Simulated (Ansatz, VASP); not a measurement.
# MgO (Periclase) in two plane-wave programs, part 2 of 2

One calculation is typed for both programs; each brings its own data sets. How far apart do they land? The cell is taken from a series of runs on this material, whose earlier steps may have relaxed, scaled, displaced or heated it; both programs get it as it stands.

VASP 6.6.1 and Ansatz 0.2.0.

So far: Starting point; VASP: zone-centre phonons, LDA.

## 3. Ansatz: zone-centre phonons, LDA

Level of this step: Ansatz beside VASP: Kohn-Sham DFT, plane waves, LDA (Ansatz).

Ansatz runs on its PAW soft_1 files.

The same cell, functional (in two slightly different forms) and mesh now go to Ansatz, which takes its cutoff from its data sets.

input.yaml

```yaml
crystal:
  lattice:
    - [0.0, 2.1076988128, 2.1076988128]
    - [2.1076988128, 0.0, 2.1076988128]
    - [2.1076988128, 2.1076988128, 0.0]
  atoms:
    - { symbol: O, position: [0.5, 0.5, 0.5] }
    - { symbol: Mg, position: [0.0, 0.0, 0.0] }
kpoints:
  mp_grid: { grid: [12, 12, 12] }
hamiltonian:
  xc: lda
  pseudopotentials: { kind: paw, azcp: { folder: soft_1 }, xc_functional: pbe }
scf:
  occupations: { method: fixed }
output:
  eigenvalues: true
phonons:
  method: dfpt
  dielectric: true
  rigid_motions: translations
```

Launch:

```sh
$ ansatz run input.yaml --threads 4 --pin off --max-ram 10240MiB --backend cpu --events-out ev --progress --plain --runs-dir out
```

Numbers of over 12 decimals in the logs are rounded to 6 here.

Log:

```text
Engine: ansatz 0.2.0, aarch64-unknown-linux-gnu
Pseudopotentials: kind: paw
Pseudopotential: O, paw, valence charge 6, recommended cutoff 420 eV (normal), soft_1/O.paw.azcp
Pseudopotential: Mg, paw, valence charge 10, recommended cutoff 420 eV (normal), soft_1/Mg.paw.azcp
Functional definition: SPW92
  exchange = slater_x
  correlation = pw_c
Crystal: 2 atoms, lattice volume = 18.726 Å³
Basis set: ecut = 420 eV, 339 PW (Γ), exchange–correlation on 40×40×40 points (8 copies of the dense FFT grid, shifted against one another)
Bands: 12, of which v1, the nominal top of the filled ones, is band 8 counted from 1 (7 counted from 0)
Symmetry: 48 space group operations
k-points: 163 of 1728 (irreducible under 8 space group operations, time reversal used)
Non-local potential: O, projectors of the file, l = 0: 2, l = 1: 2, l = 2: 1
Non-local potential: Mg, projectors of the file, l = 0: 3, l = 1: 2, l = 2: 1
PAW form: soft (Blöchl's): semilocal exchange-correlation on the pseudo side does not see the compensation charge
PAW frozen core: O, regenerated for the run's functional, and the local potential with it (the file was generated under x = pbe(κ = 0.804, μ = 0.219515), c = pbe(β = 0.066725))
PAW frozen core: Mg, regenerated for the run's functional, and the local potential with it (the file was generated under x = pbe(κ = 0.804, μ = 0.219515), c = pbe(β = 0.066725))
PAW one-centre angular grid: O, 110 points (default); XC on 64 Gauss nodes
PAW one-centre angular grid: Mg, 110 points (default); XC on 64 Gauss nodes
Initial density: superposition of atomic densities (chi_scale 0.1, normalization cell, long waves kept (reshape's long-wave potential 0.00 eV rms))
Initial wavefunctions: pseudopotential atomic-orbital guess
Functional: x = slater, c = lda
SCF iter   1: F=—  HF=-2460.097807 eV  |F-HF|=—  |Δ(HF+E_count)|=         —  Δρ=6.84e-2  dr2=4.50e-1  ethr=3.10e-3  ⟨swp⟩=4.5  Hψ=10481  notcnv=0  defer=195
preconditioner: auto → none  [insulator: Δε(μ)=4.385 eV  Ē_g=18.060 eV  n_scr=8 (ndim 8)  ℏωp=24.3 eV  f_vac=0.000  ε∞_Penn≈2.8]
SCF iter   2: F=—  HF=-2460.029388 eV  |F-HF|=—  |Δ(HF+E_count)|=   6.84e-2  Δρ=2.62e-2  dr2=8.25e-2  ethr=2.81e-3  ⟨swp⟩=2.1  Hψ=3717  notcnv=0  defer=263
SCF iter   3: F=—  HF=-2460.054278 eV  |F-HF|=—  |Δ(HF+E_count)|=   2.49e-2  Δρ=1.59e-2  dr2=2.86e-2  ethr=5.15e-4  ⟨swp⟩=2.3  Hψ=3119  notcnv=0  defer=309
SCF iter   4: F=—  HF=-2460.047649 eV  |F-HF|=—  |Δ(HF+E_count)|=   6.63e-3  Δρ=2.55e-3  dr2=9.43e-4  ethr=1.79e-4  ⟨swp⟩=2.0  Hψ=2863  notcnv=0  defer=324
SCF iter   5: F=—  HF=-2460.047922 eV  |F-HF|=—  |Δ(HF+E_count)|=   2.73e-4  Δρ=3.23e-4  dr2=1.09e-5  ethr=5.89e-6  ⟨swp⟩=2.0  Hψ=3594  notcnv=0  defer=324
SCF iter   6: F=—  HF=-2460.047939 eV  |F-HF|=—  |Δ(HF+E_count)|=   1.63e-5  Δρ=2.70e-5  dr2=3.71e-8  ethr=6.84e-8  ⟨swp⟩=2.0  Hψ=3244  notcnv=0  defer=38
SCF iter   7: F=—  HF=-2460.047938 eV  |F-HF|=—  |Δ(HF+E_count)|=   5.24e-7  Δρ=3.15e-6  dr2=7.46e-10  ethr=2.32e-10  ⟨swp⟩=2.5  Hψ=3010  notcnv=0
SCF iter   8: F=-2460.047938 eV  HF=-2460.047938 eV  |F-HF|=9.09e-13  |Δ(HF+E_count)|=  1.34e-10  Δρ=1.34e-7  dr2=1.55e-12  ethr=1.00e-12  ⟨swp⟩=7.1  Hψ=10515  notcnv=0
SCF 1 converged in 8 iterations: F = -2460.047938 eV  dr2 = 1.55e-12
  greatest PAW one-centre occupation: 1.000 electrons in one spin orbital (limit 2), on the Mg atom at site 1 (counted from 0), in its partial waves of l = 1
NSCF: frozen V_eff on 1 k-points
DFPT response loops at Γ: preconditioner auto → none (the input reference at scf.mixing.eps_inf says where Resta's filter doesn't serve); β = 0.50; Broyden in place of MSR1
SCF converged after 8 iterations
Free energy (F): -2460.047938 eV
Harris-Foulkes:  -2460.047938 eV  (|F-HF|=9.09e-13)
Internal energy: -2460.047938 eV  (E = F + TS)
E sigma→0 (E₀):  -2460.047938 eV
Fermi energy:    7.652640 eV
--- Per-component energies (eV) ---
  E_band       = -297.301099
  E_kinetic    = 242.292318
  E_local      = -1693.166336  (includes V_loc(G=0)·N_el)
  E_nonlocal   = 249.359943
  E_hartree    = 559.881272
  E_xc         = -99.096591
  E_vxc        = -127.843377  (∫ρ·V_xc dr)
  E_paw        = -431.220302  (= ΣΔE_a)
  E_vpaw       = -87.706985  (= ΣTr[D̂ρ^β])
  E_aug_tail   = 0.000779  (compensation charges beyond the density's cutoff)
  E_ewald      = -1288.346421
  E_core_change = 0.247401  (= ΣΔE_core)
  E_smearing   = -0.000000  (= −TS)
  E_closure    = 0.000000  (closes the sum)
  Σ components = -2460.047938   (vs F -2460.047938, Δ=0.00e0)
--- Band table (eV; the first three rows and the last of 163) ---
  k-point 0: bands = [... 4 lower, -9.3331, 7.6526, 7.6526, 7.6526, 12.2915, 23.1805, 23.1805, 23.1805]
  k-point 1: bands = [... 4 lower, -9.2540, 7.1774, 7.6048, 7.6048, 12.7439, 22.2393, 23.3476, 23.3476]
  k-point 2: bands = [... 4 lower, -9.0300, 6.1310, 7.4773, 7.4773, 13.6976, 20.8840, 23.7393, 23.7393]
  k-point 162: bands = [... 4 lower, -7.6555, 4.6764, 4.6764, 5.8562, 19.0941, 19.0941, 19.4997, 22.8816]
--- Phonons (Γ-DFPT): 2 representative perturbations + reference, on 163 of 1728 k-points (Σ response iterations 6) ---
  k mesh reduced under 8 symmetry operations, with k and −k counted as one. Each operation leaves every solved perturbation unchanged. A smaller set is not considered because the run solves the response to a homogeneous field
  ASR residual: 9.465e-5 → 0.000e0 eV/Å²; symmetrization residual: 7.196e-7 eV/Å²
  ASR residual per site (eV/Å²): 9.47e-5 9.82e-6
  Γ frequencies (cm⁻¹): 0.00 0.00 0.00 369.94 369.94 369.94
  ε∞ (high-frequency dielectric tensor):
        3.227675    -0.000000     0.000000
        0.000000     3.227675    -0.000000
        0.000000     0.000000     3.227675
  ε⁰ (static dielectric tensor: ions relaxed, cell fixed):
       11.067190     0.000000    -0.000000
        0.000000    11.067190    -0.000000
       -0.000000    -0.000000    11.067190
  ε⁰ − ε∞ (ionic part):
        7.839515     0.000000    -0.000000
        0.000000     7.839515    -0.000000
       -0.000000    -0.000000     7.839515
  softest optical mode at Γ: 369.94 cm⁻¹; the repairs (sum rule, projections) moved no ω² at Γ by more than (1.30 cm⁻¹)²
  Born effective charges Z* (e; rows j = field, columns β = displacement):
    site 0:
        -1.98477    0.00000    0.00000
        -0.00000   -1.98477    0.00000
         0.00000    0.00000   -1.98477
    site 1:
         1.98477   -0.00000   -0.00000
         0.00000    1.98477    0.00000
         0.00000   -0.00000    1.98477
  Z* charge neutrality: 8.226e-6 e pre-enforcement
  k-mesh period / interband length: 35.8 Å / 1.47 Å = 24.37 at k = (0.0000, 0.0000, 0.0000), direct gap 4.639 eV — 14 or more, which is no proof of convergence
  optical modes at Γ without the LO–TO term, one row a degenerate level:
      ω (cm⁻¹)  modes    IR ((D/Å)²/amu)
        369.94      3            28.2593
  optical modes at Γ + LO–TO along q̂ = [1.0000, 0.0000, 0.0000]:
      ω (cm⁻¹)  modes    IR ((D/Å)²/amu)
        369.94      2            18.8396
        685.02      1             9.4198
  optical modes at Γ + LO–TO along q̂ = [0.0000, 1.0000, 0.0000]:
      ω (cm⁻¹)  modes    IR ((D/Å)²/amu)
        369.94      2            18.8396
        685.02      1             9.4198
  optical modes at Γ + LO–TO along q̂ = [0.0000, 0.0000, 1.0000]:
      ω (cm⁻¹)  modes    IR ((D/Å)²/amu)
        369.94      2            18.8396
        685.02      1             9.4198
```

In the SCF lines HF is the Harris–Foulkes energy and dr2 the Hartree energy of the density residual, in eV; the loop may stop once dr2 is under the threshold and the program's other checks hold. Hψ counts applications of the Hamiltonian.

## 4. Differences

Known differences besides the potentials themselves: the two LDA forms differ slightly; fixed occupations in Ansatz, narrow Gaussian smearing in VASP; the data sets hold 16 valence electrons in Ansatz (on its PAW soft_1 files) and 8 in VASP; the cutoff is 420 eV in Ansatz and 600 eV in VASP; VASP's log shows a relativistic correction to its local exchange, Ansatz's none. Total energies have different zeros and are not compared.

Both answers:

```csv
quantity,Ansatz,VASP,difference
ε∞ xx,3.23,3.15,+2.41 %
ε∞ yy,3.23,3.15,+2.41 %
ε∞ zz,3.23,3.15,+2.41 %
Born charge of O1 (mean of the diagonal) (e),-1.98,-1.97,-0.02
Born charge of Mg2 (mean of the diagonal) (e),1.98,1.97,+0.02
optical mode 1 to 3 (cm⁻¹),369.9,376.0,-1.62 %
```

Modes are paired by rising frequency, not by their patterns, so a pair may set unlike modes beside each other; they are those without the splitting of longitudinal modes.

## 5. Results

| Property | Result |
| --- | --- |
| r.m.s. difference of the optical zone-centre modes, each program's sorted by frequency (zone-centre phonons, LDA) | 6.1 cm⁻¹ |
| difference in ε∞ xx (zone-centre phonons, LDA) | +2.4 % |

In words: The r.m.s. difference of the optical zone-centre modes, each program's sorted by frequency is 6.1 cm⁻¹ (zone-centre phonons, LDA). The data sets hold unlike numbers of valence electrons (16 in Ansatz and 8 in VASP), so part of the differences comes from the potentials. Among the rows given in per cent, the largest difference of the zone-centre phonons, LDA pair is in ε∞ xx, +2.4 %. Such differences can come from data sets, numerical settings and the points named under the comparisons, not from the functional's error against experiment.

[Lines on the potential files, build, host, timing and source positions are cut from VASP's logs without a mark.]

[Logs are printed without paths, hosts, clocks, repeated set-up lines and the standing remarks that a program may print on its own settings, such as how far it seeks lower states.]

[Hosts, paths, dates, database ids (printed as entryN), source tags and the programs' standing remarks are cut or masked in the printed files.]
